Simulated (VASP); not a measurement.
Given:

```yaml
crystal:
  lattice:
    - [3.32226, 0.00000, 0.00000]
    - [-1.66113, 2.87716, 0.00000]
    - [0.00000, 0.00000, 7.78778]
  atoms:
    - { symbol: Ta, position: [0.33333, 0.66667, 0.03320] }
    - { symbol: Ta, position: [0.66667, 0.33333, 0.53320] }
    - { symbol: P, position: [0.33333, 0.66667, 0.34180] }
    - { symbol: P, position: [0.66667, 0.33333, 0.84180] }
```

Calculation: PBEsol GGA, VASP's PBE PAW potentials (set 64) (plane waves; VASP 6.6.1). Run with 400 eV cut-off, 12×12×5 Γ-centred mesh, tetrahedra with Blöchl corrections, potentials Ta_pv P.

Unless said otherwise, spin-orbit coupling is left out, though it shifts the bands of the heavy elements here.

Problem. What does the run give for the energy per atom (σ→0), band gap (on the k-mesh) with the smallest direct gap where there is one?

Solution. 
```json
{
 "band gap (on the k-mesh)": "none (metal, semimetal or under 0.01 eV)",
 "energy per atom (σ→0)": "-9.243 eV/atom"
}
```

Total energies compare only between runs with the same potentials, cut-off and functional.

The structure was generated: TaP was put into the wurtzite type (P6_3mc), which need not be its known phase. It was relaxed first, which changed the volume by -43 %.
